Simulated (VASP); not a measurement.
Given:

```yaml
crystal:
  lattice:
    - [0.00000, 2.49406, 2.49406]
    - [2.49406, 0.00000, 2.49406]
    - [2.49406, 2.49406, 0.00000]
  atoms:
    - { symbol: Pb, position: [0.00000, 0.00000, 0.00000] }
```

These are AM05 GGA, VASP's PBE PAW potentials (set 64) (plane waves; VASP 6.6.1) values and carry that method's errors. Settings: 520 eV cut-off, 13×13×13 Γ-centred mesh, first-order Methfessel-Paxton smearing of 0.10 eV, potentials Pb_d.

Unless said otherwise, spin-orbit coupling is left out, though it shifts the bands of the heavy elements here.

Q: Estimate the energy per atom (σ→0), pressure, band gap (on the k-mesh) with the smallest direct gap where there is one.

A: 
* **band gap (on the k-mesh)**: none (metal, semimetal or under 0.01 eV)
* **energy per atom (σ→0)**: -3.689 eV/atom
* **pressure**: -1.22 GPa

The absolute energy has meaning only against runs of the same code, potentials and settings.

The compound is Pb in the fcc structure. This cell is one point of a volume scan, at 1.03 of the reference volume.
